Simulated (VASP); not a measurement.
Input:

Space group Pm-3m (No. 221); a = b = c = 2.966 Å, α = β = γ = 90.00°

```
atom  site  symmetry       x       y       z
----  ----  --------  ------  ------  ------
Al      1b      m-3m  0.5000  0.5000  0.5000
Ru      1a      m-3m  0.0000  0.0000  0.0000
```

Level of theory: SCAN meta-GGA, VASP's PBE PAW potentials (set 64) (plane waves; VASP). Settings: 520 eV cut-off, 12×12×12 Γ-centred mesh, first-order Methfessel-Paxton smearing of 0.10 eV, potentials Al Ru_pv.

**Question.** Give the energy at these volumes per atom, relative to the lowest: 12.27, 12.66, 13.05, 13.45, 13.84 Å³.

**Answer.** 37.5, 8.7, 0.0, 8.6, 32.0 meV/atom. A third-order Birch-Murnaghan fit gives B0 = 236 GPa and B0′ = 4.2.

The compound is RuAl in the CsCl type structure. It was relaxed first.
